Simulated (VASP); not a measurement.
Output of a VASP run:

**OSZICAR**
```
...
DAV:   4    -0.248813189981E+02   -0.70780E-04   -0.26589E-03  1400   0.612E-01    0.698E-02
DAV:   5    -0.248815136221E+02   -0.19462E-03   -0.89440E-04  1688   0.289E-01    0.356E-02
DAV:   6    -0.248816791855E+02   -0.16556E-03   -0.13170E-04  1832   0.123E-01    0.260E-02
DAV:   7    -0.248816582736E+02    0.20912E-04   -0.42504E-06  1400   0.262E-02    0.339E-02
DAV:   8    -0.248817380648E+02   -0.79791E-04   -0.22438E-05  1380   0.701E-02    0.142E-02
DAV:   9    -0.248817351435E+02    0.29214E-05   -0.11682E-05  2012   0.361E-02    0.937E-03
DAV:  10    -0.248817420599E+02   -0.69165E-05   -0.27612E-06  1320   0.194E-02    0.368E-03
DAV:  11    -0.248817404083E+02    0.16517E-05   -0.22153E-06  1224   0.166E-02    0.163E-03
DAV:  12    -0.248817389369E+02    0.14714E-05   -0.35440E-07   720   0.703E-03    0.535E-04
DAV:  13    -0.248817389749E+02   -0.38031E-07   -0.94791E-08   672   0.295E-03
   5 F= -.24881739E+02 E0= -.24881765E+02  d E =-.283483E+01
       N       E                     dE             d eps       ncg     rms          rms(c)
DAV:   1    -0.248939097052E+02   -0.12171E-01   -0.29250E-01  1356   0.930E+00    0.110E+00
DAV:   2    -0.248828373152E+02    0.11072E-01   -0.56872E-02  1500   0.398E+00    0.303E-01
DAV:   3    -0.248813239300E+02    0.15134E-02   -0.66298E-03  1552   0.943E-01    0.113E-01
DAV:   4    -0.248813170953E+02    0.68347E-05   -0.19555E-03  1400   0.520E-01    0.593E-02
DAV:   5    -0.248814860113E+02   -0.16892E-03   -0.52631E-04  1660   0.222E-01    0.285E-02
DAV:   6    -0.248815704898E+02   -0.84479E-04   -0.10043E-04  1840   0.109E-01    0.225E-02
DAV:   7    -0.248815743292E+02   -0.38394E-05   -0.18625E-06  1484   0.154E-02    0.192E-02
DAV:   8    -0.248815774921E+02   -0.31629E-05   -0.11296E-05  1404   0.512E-02    0.142E-02
DAV:   9    -0.248815857151E+02   -0.82229E-05   -0.24492E-05  1648   0.620E-02    0.360E-03
DAV:  10    -0.248815844510E+02    0.12641E-05   -0.36432E-06  1712   0.174E-02    0.230E-03
DAV:  11    -0.248815844740E+02   -0.22985E-07   -0.79493E-08   676   0.371E-03
   6 F= -.24881584E+02 E0= -.24881598E+02  d E =0.154501E-03
       N       E                     dE             d eps       ncg     rms          rms(c)
DAV:   1    -0.248858562262E+02   -0.42718E-02   -0.92420E-02  1356   0.519E+00    0.616E-01
DAV:   2    -0.248823173240E+02    0.35389E-02   -0.17029E-02  1484   0.220E+00    0.167E-01
DAV:   3    -0.248818622799E+02    0.45504E-03   -0.19767E-03  1544   0.510E-01    0.628E-02
DAV:   4    -0.248818868970E+02   -0.24617E-04   -0.60657E-04  1392   0.291E-01    0.331E-02
DAV:   5    -0.248819244202E+02   -0.37523E-04   -0.18128E-04  1688   0.131E-01    0.164E-02
DAV:   6    -0.248819693361E+02   -0.44916E-04   -0.28880E-05  1832   0.583E-02    0.120E-02
DAV:   7    -0.248819688625E+02    0.47356E-06   -0.25875E-07   736   0.522E-03
   7 F= -.24881969E+02 E0= -.24881990E+02  d E =-.229888E-03
       N       E                     dE             d eps       ncg     rms          rms(c)
DAV:   1    -0.248820122152E+02   -0.42879E-04   -0.11232E-03  1356   0.591E-01    0.628E-02
DAV:   2    -0.248819743118E+02    0.37903E-04   -0.19429E-04  1420   0.244E-01    0.167E-02
DAV:   3    -0.248819713046E+02    0.30072E-05   -0.27085E-05  1692   0.574E-02    0.497E-03
DAV:   4    -0.248819761510E+02   -0.48463E-05   -0.61452E-06  1516   0.311E-02    0.466E-03
DAV:   5    -0.248819765862E+02   -0.43522E-06   -0.62827E-06  1656   0.222E-02
   8 F= -.24881977E+02 E0= -.24881998E+02  d E =-.237611E-03
```

### OUTCAR
```
------------------------ aborting loop because EDIFF is reached ----------------------------------------
  FORCE on cell =-STRESS in cart. coord.  units (eV):
  Direction    XX          YY          ZZ          XY          YZ          ZX
  --------------------------------------------------------------------------------------
  Total        0.0116422      0.0116422      0.0116422      0.0000000      0.0000000     -0.0000000
  in kB        0.9182040      0.9182040      0.9182040      0.0000000      0.0000000     -0.0000000
  external PRESSURE =       0.9182040 kB  Pullay stress =       0.0000000 kB
  volume of cell :       20.31
      direct lattice vectors                 reciprocal lattice vectors
     0.000000000  2.165669874  2.165669874    -0.230875447  0.230875447  0.230875447
     2.165669874  0.000000000  2.165669874     0.230875447 -0.230875447  0.230875447
     2.165669874  2.165669874 -0.000000000     0.230875447  0.230875447 -0.230875447
 POSITION                                       TOTAL-FORCE (eV/Angst)
 -----------------------------------------------------------------------------------
      0.00000      0.00000      0.00000        -0.000000      0.000000      0.000000
      2.16567      2.16567      2.16567         0.000000     -0.000000     -0.000000
 -----------------------------------------------------------------------------------
    total drift:                               -0.000000      0.000000      0.000000
  FREE ENERGIE OF THE ION-ELECTRON SYSTEM (eV)
  ---------------------------------------------------
  free  energy   TOTEN  =       -24.8819765862 eV

  energy  without entropy=      -24.8820404054  energy(sigma->0) =      -24.88199786

 reached required accuracy - stopping structural energy minimisation
```
(Selected blocks of OUTCAR.)

File POSCAR:
```
TiC
1
    0.0000000000     2.5488000000     2.5488000000
    2.5488000000     0.0000000000     2.5488000000
    2.5488000000     2.5488000000     0.0000000000
Ti C
1 1
Direct
  0.0000000000   0.0000000000   0.0000000000
  0.5000000000   0.5000000000   0.5000000000
```

Q: Reconstruct the remaining input files.

A: Several could match; the one computed here: the input of the run itself, r2SCAN meta-GGA, plane waves, VASP's PBE PAW potentials (set 64).

INCAR:
```
ALGO = Normal
EDIFF = 1E-6
EDIFFG = -0.01
ENCUT = 520
IBRION = 2
ISIF = 3
ISMEAR = 1
LASPH = T
LCHARG = F
LMAXMIX = 4
LMIXTAU = T
LREAL = F
LWAVE = F
METAGGA = R2SCAN
NELM = 100
NSW = 60
PREC = Accurate
SIGMA = 0.1
SYSTEM = TiC
```

File KPOINTS:
```
Automatic mesh
0
Gamma
11 11 11
0 0 0
```

POTCAR, in this order: Ti_sv C (PBE.64 set). Program: vasp_std.

Energy and stress use the plane-wave basis of the starting cell.

The structure was generated: TiC was put into the rock salt type (Fm-3m), which need not be its known phase. This run relaxes it. Symmetry was kept, so distortions that lower it aren't found.
